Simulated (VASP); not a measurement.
## GW on AlN

Wanted: how far GW moves the Kohn-Sham levels of AlN. The cell is of the wurtzite type, one of the forms listed for this formula. The start is a cell from a database of measured crystal structures.

Program: VASP 6.6.1. Level of theory: PBE; plane waves and PAW (Al_GW, N_GW), in the first sound run; inputs show where later runs differ. Results are calculated unless marked as measured.

The database entry behind the starting cell differs from later determinations by our own check (inner coordinate u about 0.002 short), so it need not match the best structure at ambient conditions.

### Step 1. Starting point

The structure is hexagonal, space group P6_3mc (No. 186). Conventional cell: a = 3.113 Å, b = 3.113 Å, c = 4.981 Å, α = 90.00°, β = 90.00°, γ = 120.00°. Nearest to Al lie 4 N at 1.89 Å. Nearest to N lie 4 Al at 1.89 Å. Farther neighbours and most contacts between anions are not listed.

### Step 2. Ground state

The orbitals come from a self-consistent PBE run with a tight EDIFF and a narrow smearing. KPOINTS_OPT adds the bands along a path, which shows whether the mesh holds the band edges.

Contents of INCAR:

```
SYSTEM = AlN
PREC = Accurate
ENCUT = 450
EDIFF = 1E-08
NELM = 100
ISMEAR = 0
SIGMA = 0.01
LREAL = .FALSE.
ALGO = Normal
GGA = PE
NBANDS = 14
LORBIT = 11
LWAVE = .TRUE.
LCHARG = .FALSE.
KPAR = 2
```

Contents of POSCAR:

```
AlN
1.0
    3.1130000000      0.0000000000      0.0000000000
   -1.5565000000      2.6959370820      0.0000000000
    0.0000000000      0.0000000000      4.9810000000
Al N
2 2
Direct
    0.6666666667      0.3333333333      0.5000000000
    0.3333333333      0.6666666667      0.0000000000
    0.6666666667      0.3333333333      0.8800000000
    0.3333333333      0.6666666667      0.3800000000
```

Contents of KPOINTS:

```
Automatic mesh
0
Gamma
3 3 2
0 0 0
```

Contents of KPOINTS_OPT:

```
Line mode
12
Line-mode
Reciprocal
  0.00000000   0.00000000   0.00000000 GAMMA
  0.50000000   0.00000000   0.00000000 M

  0.50000000   0.00000000   0.00000000 M
  0.33333333   0.33333333   0.00000000 K

  0.33333333   0.33333333   0.00000000 K
  0.00000000   0.00000000   0.00000000 GAMMA

  0.00000000   0.00000000   0.00000000 GAMMA
  0.00000000   0.00000000   0.50000000 A

  0.00000000   0.00000000   0.50000000 A
  0.50000000   0.00000000   0.50000000 L

  0.50000000   0.00000000   0.50000000 L
  0.33333333   0.33333333   0.50000000 H

  0.33333333   0.33333333   0.50000000 H
  0.00000000   0.00000000   0.50000000 A

  0.50000000   0.00000000   0.50000000 L
  0.50000000   0.00000000   0.00000000 M

  0.33333333   0.33333333   0.00000000 K
  0.33333333   0.33333333   0.50000000 H
```

The projector-augmented-wave data sets are Al_GW and N_GW (PBE family, release 64).

The run is started by

```
$ mpirun -np 8 vasp_std
```

Log:

```text
[banner, memory and clock lines left out]
running    8 mpi-ranks, on    1 nodes
 distrk:  each k-point on    4 cores,    2 groups
 distr:  one band on    1 cores,    4 groups

 POSCAR found type information on POSCAR AlN
 POSCAR found :  2 types and       4 ions
|                                                                             |
|           W    W    AA    RRRRR   N    N  II  N    N   GGGG   !!!           |
|           W    W   A  A   R    R  NN   N  II  NN   N  G    G  !!!           |
|           W    W  A    A  R    R  N N  N  II  N N  N  G       !!!           |
|           W WW W  AAAAAA  RRRRR   N  N N  II  N  N N  G  GGG   !            |
|           WW  WW  A    A  R   R   N   NN  II  N   NN  G    G                |
|           W    W  A    A  R    R  N    N  II  N    N   GGGG   !!!           |
|                                                                             |
|     For optimal performance we recommend to set                             |
|       NCORE = 2 up to number-of-cores-per-socket                            |
|     NCORE specifies how many cores store one orbital (NPAR=cpu/NCORE).      |
|     This setting can greatly improve the performance of VASP for DFT.       |
|     The default, NCORE=1 might be grossly inefficient on modern             |
|     multi-core architectures or massively parallel machines. Do your        |
|     Unfortunately you need to use the default for GW and RPA                |
|     calculations (for HF NCORE is supported but not extensively tested      |
|     yet).                                                                   |
|                                                                             |

 LDA part: xc-table for (Slater+PW92), standard interpolation
|                                                                             |
|           W    W    AA    RRRRR   N    N  II  N    N   GGGG   !!!           |
|           W    W   A  A   R    R  NN   N  II  NN   N  G    G  !!!           |
|           W    W  A    A  R    R  N N  N  II  N N  N  G       !!!           |
|           W WW W  AAAAAA  RRRRR   N  N N  II  N  N N  G  GGG   !            |
|           WW  WW  A    A  R   R   N   NN  II  N   NN  G    G                |
|           W    W  A    A  R    R  N    N  II  N    N   GGGG   !!!           |
|                                                                             |
|     The number of bands has been changed from the values supplied in        |
|     The orbitals not found in the WAVECAR file will be initialized with     |
|     random numbers, which is usually adequate. For correlated               |
|     calculations, however, you should redo the groundstate calculation.     |
|     I found NBANDS = 14. Now, NBANDS = 16.                                  |
|                                                                             |

 POSCAR, INCAR and KPOINTS ok, starting setup
 FFT: planning ... GRIDC
 FFT: planning ... GRID_SOFT
 FFT: planning ... GRID
 WAVECAR not read
 entering main loop
       N       E                     dE             d eps       ncg     rms          rms(c)
DAV:   1     0.523448291647E+02    0.52345E+02   -0.64698E+03   192   0.796E+02
DAV:   2    -0.306239071098E+02   -0.82969E+02   -0.68470E+02   288   0.236E+02
DAV:   3    -0.344170751848E+02   -0.37932E+01   -0.37777E+01   256   0.461E+01
DAV:   4    -0.344554831718E+02   -0.38408E-01   -0.38405E-01   224   0.581E+00
DAV:   5    -0.344564893065E+02   -0.10061E-02   -0.10061E-02   280   0.846E-01    0.122E+01
DAV:   6    -0.296458570381E+02    0.48106E+01   -0.10847E+01   264   0.313E+01    0.301E+00
DAV:   7    -0.296400636961E+02    0.57933E-02   -0.58371E-01   200   0.507E+00    0.213E+00
DAV:   8    -0.296354503673E+02    0.46133E-02   -0.77760E-02   200   0.423E+00    0.600E-01
DAV:   9    -0.296294123704E+02    0.60380E-02   -0.18138E-02   312   0.160E+00    0.112E-01
DAV:  10    -0.296297466946E+02   -0.33432E-03   -0.96332E-04   200   0.255E-01    0.624E-02
DAV:  11    -0.296297240026E+02    0.22692E-04   -0.14720E-04   288   0.135E-01    0.912E-03
DAV:  12    -0.296297264507E+02   -0.24482E-05   -0.51817E-06   208   0.169E-02    0.519E-03
DAV:  13    -0.296297259538E+02    0.49699E-06   -0.22937E-06   320   0.153E-02    0.858E-04
DAV:  14    -0.296297259604E+02   -0.66930E-08   -0.10893E-07   208   0.327E-03    0.148E-04
DAV:  15    -0.296297259658E+02   -0.53567E-08   -0.30154E-09   144   0.563E-04
   1 F= -.29629726E+02 E0= -.29629726E+02  d E =-.449551E-29
 Start KPOINTS_OPT (optional k-point list driver)
k-point batch [1-6\108]
       N       E                     dE             ncg
DAV:   1     0.541225234228E+03   -0.23604E+03      192
DAV:   2     0.633941008873E+02   -0.47783E+03      296
DAV:   3     0.421595482839E+02   -0.21235E+02      280
DAV:   4     0.418423050083E+02   -0.31724E+00      224
DAV:   5     0.418309740292E+02   -0.11331E-01      272
DAV:   6     0.418303840069E+02   -0.59002E-03      248
DAV:   7     0.418303624707E+02   -0.21536E-04      272
DAV:   8     0.418303611405E+02   -0.13302E-05      224
DAV:   9     0.418303610551E+02   -0.85400E-07      264
DAV:  10     0.418303610491E+02   -0.59443E-08      208
[...]
k-point batch [103-108\108]
       N       E                     dE             ncg
DAV:   1     0.336298694657E+03   -0.38232E+04      192
DAV:   2    -0.191215092091E+02   -0.35542E+03      280
DAV:   3    -0.365889516877E+02   -0.17467E+02      264
DAV:   4    -0.368086428735E+02   -0.21969E+00      248
DAV:   5    -0.368152085864E+02   -0.65657E-02      256
DAV:   6    -0.368155021399E+02   -0.29355E-03      256
DAV:   7    -0.368155176760E+02   -0.15536E-04      280
DAV:   8    -0.368155185775E+02   -0.90152E-06      256
DAV:   9    -0.368155186101E+02   -0.32564E-07      240
DAV:  10    -0.368155186125E+02   -0.24729E-08      192
 writing wavefunctions
```

The job ended after 4.2 s (8 MPI ranks of AMD EPYC 9R45, shared host; peak memory 0.77 GiB).

Lines that name or quote the potential files are left out of all logs, and their timing lines are given in words.

From OUTCAR (step 2):

```text
ion  position               nearest neighbor table
   1  0.667  0.333  0.500-   3 1.89   4 1.89   4 1.89   4 1.89
   2  0.333  0.667  0.000-   4 1.89   3 1.89   3 1.89   3 1.89
   3  0.667  0.333  0.880-   1 1.89   2 1.89   2 1.89   2 1.89
   4  0.333  0.667  0.380-   2 1.89   1 1.89   1 1.89   1 1.89

  LATTYP: Found a hexagonal cell.
 ALAT       =     3.1130000000
 C/A-ratio  =     1.6000642467

 Subroutine GETGRP returns: Found 12 space group operations
 (whereof  6 operations were pure point group operations)

The static configuration has the point symmetry C_3v.
 The point group associated with its full space group is C_6v.

 Found      6 irreducible k-points:

   k-points           NKPTS =      6   k-points in BZ     NKDIM =      6   number of bands    NBANDS=     16

   dimension x,y,z NGX =    24 NGY =   24 NGZ =   36
   dimension x,y,z NGXF=    48 NGYF=   48 NGZF=   72

   ENCUT  =  450.0 eV  33.07 Ry    5.75 a.u.   5.38  5.38  8.62*2*pi/ulx,y,z

   NELECT =      16.0000    total number of electrons

 k-points in reciprocal lattice and weights: Automatic mesh
   0.00000000  0.00000000  0.00000000       0.056
   0.33333333  0.00000000  0.00000000       0.333
   0.33333333  0.33333333  0.00000000       0.111
   0.00000000  0.00000000  0.50000000       0.056
   0.33333333  0.00000000  0.50000000       0.333
   0.33333333  0.33333333  0.50000000       0.111

 average (electrostatic) potential at core
       1 -50.0477       2 -50.0477       3 -59.9230       4 -59.9230

 E-fermi :   5.2372

 k-point     1 :       0.0000    0.0000    0.0000
  band No.  band energies     occupation
    ...
      4       4.3242      2.00000
      5       4.3242      2.00000
      6       4.9835      2.00000
      7       4.9835      2.00000
      8       5.1601      2.00000
      9       9.3571      0.00000
     10      11.7862      0.00000
     11      15.7603      0.00000
     12      16.2733      0.00000
     13      16.2733      0.00000
    ...

 k-point     2 :       0.3333    0.0000    0.0000
  band No.  band energies     occupation
    ...
      4       0.7264      2.00000
      5       1.8550      2.00000
      6       3.3362      2.00000
      7       4.2852      2.00000
      8       4.6429      2.00000
      9      11.3732      0.00000
     10      11.8401      0.00000
     11      13.1034      0.00000
     12      15.4738      0.00000
     13      16.4894      0.00000
    ...

 k-point     3 :       0.3333    0.3333    0.0000
  band No.  band energies     occupation
    ...
      4       1.3824      2.00000
      5       1.3824      2.00000
      6       2.7317      2.00000
      7       2.7677      2.00000
      8       2.7677      2.00000
      9      10.1730      0.00000
     10      13.5206      0.00000
     11      14.8339      0.00000
     12      14.8339      0.00000
     13      16.6950      0.00000
    ...

  Total        0.3820614      0.3820614      0.2849501      0.0000000      0.0000000     -0.0000000
  in kB       14.6432771     14.6432771     10.9212917      0.0000000      0.0000000     -0.0000000
  external PRESSURE =      13.4026153 kB  Pullay stress =       0.0000000 kB

  energy-cutoff  :      450.00
  volume of cell :       41.80
      direct lattice vectors                 reciprocal lattice vectors
     3.113000000  0.000000000  0.000000000     0.321233537  0.185464269  0.000000000
    -1.556500000  2.695937082  0.000000000     0.000000000  0.370928538  0.000000000
     0.000000000  0.000000000  4.981000000     0.000000000  0.000000000  0.200762899

 POSITION                                       TOTAL-FORCE (eV/Angst)
 -----------------------------------------------------------------------------------
      1.55650      0.89865      2.49050         0.000000     -0.000000     -0.198866
     -0.00000      1.79729      0.00000        -0.000000      0.000000     -0.198866
      1.55650      0.89865      4.38328         0.000000      0.000000      0.198866
     -0.00000      1.79729      1.89278        -0.000000     -0.000000      0.198866
 -----------------------------------------------------------------------------------
    total drift:                               -0.000000     -0.000000     -0.000225

  FREE ENERGIE OF THE ION-ELECTRON SYSTEM (eV)
  ---------------------------------------------------
  free  energy   TOTEN  =       -29.6297259658 eV

  energy  without entropy=      -29.6297259658  energy(sigma->0) =      -29.62972597

 total charge
# of ion       s       p       d       tot
------------------------------------------
    1        0.429   0.553   0.218   1.199
    2        0.429   0.553   0.218   1.199
    3        1.186   2.584   0.000   3.770
    4        1.186   2.584   0.000   3.770
--------------------------------------------------
tot          3.228   6.274   0.436   9.938

[... 3 further parts left out ...]
```

This step gave:

```
free energy (TOTEN)               : -29.63 eV
Fermi energy                      : 5.237 eV
pressure                          : 1.340 GPa
least gap on mesh and path        : 4.197 eV
least direct gap on mesh and path : 4.197 eV
```

The highest empty bands on the path are converged less tightly, to about 0.1 eV. Electronic bands along the path, in eV, zero at the valence-band top; v1 is the highest filled band, c1 the lowest empty one:

| point | v4 | v3 | v2 | v1 | c1 | c2 | c3 | c4 |
| --- | --- | --- | --- | --- | --- | --- | --- | --- |
| Γ | -0.84 | -0.18 | -0.18 | 0.00 | 4.20 | 6.63 | 10.60 | 11.11 |
| 0.55 of the way | -2.69 | -1.63 | -0.54 | -0.42 | 6.27 | 7.36 | 7.94 | 10.17 |
| M | -3.35 | -2.07 | -1.79 | -0.66 | 5.78 | 5.78 | 8.17 | 10.29 |
| 0.55 of the way | -3.12 | -3.05 | -1.90 | -1.62 | 5.42 | 7.31 | 8.96 | 10.04 |
| K | -3.78 | -2.43 | -2.39 | -2.39 | 5.01 | 8.36 | 9.67 | 9.67 |
| 0.55 of the way | -3.06 | -1.50 | -0.73 | -0.48 | 6.57 | 7.80 | 8.64 | 8.89 |
| Γ | -0.84 | -0.18 | -0.18 | 0.00 | 4.20 | 6.63 | 10.60 | 11.11 |
| 0.55 of the way | -0.73 | -0.73 | -0.29 | -0.29 | 5.29 | 6.76 | 10.22 | 11.09 |
| A | -0.52 | -0.52 | -0.52 | -0.52 | 6.45 | 6.45 | 10.30 | 10.30 |
| 0.55 of the way | -1.60 | -1.60 | -1.08 | -1.08 | 6.34 | 6.34 | 9.54 | 9.54 |
| L | -1.44 | -1.44 | -1.36 | -1.36 | 5.29 | 5.29 | 9.25 | 9.25 |
| 0.55 of the way | -2.88 | -2.88 | -0.90 | -0.90 | 6.27 | 6.27 | 9.09 | 9.09 |
| H | -3.85 | -3.85 | -0.79 | -0.79 | 7.41 | 7.41 | 7.82 | 7.82 |
| 0.55 of the way | -1.68 | -1.68 | -1.17 | -1.17 | 6.79 | 6.79 | 9.38 | 9.38 |
| A | -0.52 | -0.52 | -0.52 | -0.52 | 6.45 | 6.45 | 10.30 | 10.30 |
| jump to L | -1.44 | -1.44 | -1.36 | -1.36 | 5.29 | 5.29 | 9.25 | 9.25 |
| 0.55 of the way | -2.68 | -1.93 | -1.26 | -0.87 | 5.10 | 5.87 | 9.30 | 9.44 |
| M | -3.35 | -2.07 | -1.79 | -0.66 | 5.78 | 5.78 | 8.17 | 10.29 |
| jump to K | -3.78 | -2.43 | -2.39 | -2.39 | 5.01 | 8.36 | 9.67 | 9.67 |
| 0.45 of the way | -4.37 | -2.85 | -1.58 | -1.58 | 5.73 | 8.24 | 8.78 | 8.78 |
| H | -3.85 | -3.85 | -0.79 | -0.79 | 7.41 | 7.41 | 7.82 | 7.82 |

Of the projections kept (Al, N), the largest for each band there; the rest of the weight can lie on other orbitals:

| point | v4 | v3 | v2 | v1 | c1 | c2 | c3 | c4 |
| --- | --- | --- | --- | --- | --- | --- | --- | --- |
| Γ | N 0.80 | N 0.85 | N 0.85 | N 0.86 | N 0.72 | Al 0.70 | N 0.85 | Al 0.99 |
| M | N 0.67 | N 0.75 | N 0.74 | N 0.82 | Al 0.55 | Al 0.84 | Al 0.52 | N 0.73 |
| K | N 0.60 | N 0.76 | N 0.71 | N 0.71 | Al 0.96 | N 0.73 | N 0.64 | N 0.64 |
| Γ | N 0.80 | N 0.85 | N 0.85 | N 0.86 | N 0.72 | Al 0.70 | N 0.85 | Al 0.99 |
| A | N 0.83 | N 0.83 | N 0.83 | N 0.83 | N 0.67 | N 0.67 | Al 0.64 | Al 0.64 |
| L | N 0.78 | N 0.78 | N 0.79 | N 0.79 | Al 0.67 | Al 0.67 | Al 0.90 | Al 0.90 |

The cell has a gap of 4.20 eV on mesh and path. Forces of up to 0.20 eV/Å remain in these settings.

### Step 3. Empty bands

ALGO = Exact makes the empty bands from the converged ground state in one step. LOPTICS writes the k-derivatives of the orbitals (WAVEDER), which give the long-wavelength limit of the screening.

Contents of INCAR:

```
SYSTEM = AlN
PREC = Accurate
ENCUT = 450
ISMEAR = 0
SIGMA = 0.01
LREAL = .FALSE.
GGA = PE
NBANDS = 56
ALGO = Exact
NELM = 1
LWAVE = .TRUE.
LCHARG = .FALSE.
LOPTICS = .TRUE.
NEDOS = 1000
CSHIFT = 0.1
```

POSCAR is that of step 2.

KPOINTS is that of step 2.

The run is started by

```
$ mpirun -np 8 vasp_std
```

Log:

```text
[banner, memory and clock lines left out]
running    8 mpi-ranks, on    1 nodes
 distrk:  each k-point on    8 cores,    1 groups
 distr:  one band on    1 cores,    8 groups

 POSCAR found type information on POSCAR AlN
 POSCAR found :  2 types and       4 ions
 [... a notice as in an earlier step ...]

 LDA part: xc-table for (Slater+PW92), standard interpolation
 found WAVECAR, reading the header
  number of bands has changed, file:    16 present:    56
  trying to continue reading WAVECAR, but it might fail
 POSCAR, INCAR and KPOINTS ok, starting setup
 FFT: planning ... GRIDC
 FFT: planning ... GRID_SOFT
 FFT: planning ... GRID
 reading WAVECAR
 random initialization beyond band           16
 the WAVECAR file was read successfully
 initial charge from wavefunction
 entering main loop
       N       E                     dE             d eps       ncg     rms          rms(c)
DIA:   1    -0.296297259688E+02   -0.29630E+02    0.00000E+00     0   0.000E+00
   1 F= -.29629726E+02 E0= -.29629726E+02  d E =-.106538E-28
 writing wavefunctions
 optical routines
 imaginary and real dielectric function
 recalculating local potential from charge density
 direction            1
 direction            2
 direction            3
```

It took 2.2 s on 8 MPI ranks; peak memory 0.87 GiB; 12 s of CPU time.

From OUTCAR (step 3):

```text
 Found      6 irreducible k-points:

   k-points           NKPTS =      6   k-points in BZ     NKDIM =      6   number of bands    NBANDS=     56

   NELECT =      16.0000    total number of electrons

 E-fermi :   5.2367

 k-point     1 :       0.0000    0.0000    0.0000
  band No.  band energies     occupation
    ...
      4       4.3242      2.00000
      5       4.3242      2.00000
      6       4.9836      2.00000
      7       4.9836      2.00000
      8       5.1601      2.00000
      9       9.3572      0.00000
     10      11.7862      0.00000
     11      15.7603      0.00000
     12      16.2733      0.00000
     13      16.2733      0.00000
    ...

 k-point     2 :       0.3333    0.0000    0.0000
  band No.  band energies     occupation
    ...
      4       0.7264      2.00000
      5       1.8551      2.00000
      6       3.3363      2.00000
      7       4.2852      2.00000
      8       4.6430      2.00000
      9      11.3732      0.00000
     10      11.8401      0.00000
     11      13.1034      0.00000
     12      15.4738      0.00000
     13      16.4894      0.00000
    ...

  Total        0.3810059      0.3810059      0.2839346      0.0000000      0.0000000      0.0000000
  in kB       14.6028253     14.6028253     10.8823713      0.0000000      0.0000000      0.0000000
  external PRESSURE =      13.3626739 kB  Pullay stress =       0.0000000 kB

 POSITION                                       TOTAL-FORCE (eV/Angst)
 -----------------------------------------------------------------------------------
      1.55650      0.89865      2.49050         0.000000     -0.000000     -0.198875
     -0.00000      1.79729      0.00000        -0.000000      0.000000     -0.198875
      1.55650      0.89865      4.38328         0.000000     -0.000000      0.198875
     -0.00000      1.79729      1.89278        -0.000000      0.000000      0.198875
 -----------------------------------------------------------------------------------
    total drift:                               -0.000000     -0.000000     -0.000209

  FREE ENERGIE OF THE ION-ELECTRON SYSTEM (eV)
  ---------------------------------------------------
  free  energy   TOTEN  =       -29.6297259688 eV

  energy  without entropy=      -29.6297259688  energy(sigma->0) =      -29.62972597

 plasma frequency squared (from intraband transitions) (eV^2)
  --------------------------------------------------------------------------------------
       0.000      -0.000       0.000
      -0.000       0.000      -0.000
       0.000       0.000       0.000

[... 8 parts as in an earlier step ...]

[... 5 further parts left out ...]
```

The gap is read on the k-mesh alone, so it is an upper bound where the band edges lie off the mesh.

A gap read on the k-mesh alone can miss the band edges.

Numbers from this step:

```
gap on the k-mesh              : 4.197 eV
least direct gap on the k-mesh : 4.197 eV
```

WAVECAR now holds 56 bands for 16 electrons. Its independent-particle dielectric tensor has xx, yy, zz = 5.7, 5.7, 4.9 on this mesh, which isn't tested for convergence in mesh or bands and lacks local fields.

[end of part 1 of 4]

[Lines on the potential files, build, host, timing and source positions are cut from VASP's logs without a mark.]

[Logs are printed without paths, hosts, clocks, repeated set-up lines and the standing remarks that a program may print on its own settings, such as how far it seeks lower states.]

[Hosts, paths, dates, database ids (printed as entryN), source tags and the programs' standing remarks are cut or masked in the printed files.]

[Pressures printed for these runs are not shown converged in the cutoff: they can be off by several GPa and have the wrong sign.]
